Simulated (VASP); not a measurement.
Given:

```
AlGa3Sb4
1.0
    0.00000     3.06316     3.06316
    3.06316     0.00000     3.06316
   12.23992    12.23992     0.01274
Ga Sb Al
3 4 1
Direct
  0.99899   0.99899   0.00076
  0.99984   0.99984   0.25012
  0.00091   0.00091   0.49931
  0.24973   0.24973   0.06270
  0.25044   0.25044   0.31217
  0.25148   0.25148   0.56139
  0.24891   0.24891   0.81331
  0.99970   0.99970   0.75023
```

Method: PBEsol GGA, VASP's PBE PAW potentials (set 64) (plane waves; VASP). Numerical set-up: 400 eV cut-off, 7×7×2 Γ-centred mesh, tetrahedra with Blöchl corrections, potentials Ga_d Sb Al.

The cores are frozen, which limits the accuracy of field gradients.

Question: Give the principal components of the electric field gradient (V/Å²) and the asymmetry η at each nucleus.

Answer: 
| atom | Vxx | Vyy | Vzz | η |
|---|---|---|---|---|
| Ga1 | -1.3 | -1.3 | 2.6 | 0.00 |
| Ga2 | 0.0 | 0.0 | -0.1 | - |
| Ga3 | 0.8 | 0.8 | -1.7 | 0.01 |
| Sb4 | 0.7 | 0.7 | -1.3 | 0.00 |
| Sb5 | 1.5 | 1.5 | -3.1 | 0.00 |
| Sb6 | 27.3 | 27.3 | -54.6 | 0.00 |
| Sb7 | -32.8 | -32.8 | 65.6 | 0.00 |
| Al8 | -0.3 | -0.3 | 0.7 | 0.00 |

The structure was generated: AlGa3Sb4 was put into an ordered model structure (R3m), which need not be its known phase. It was relaxed first.
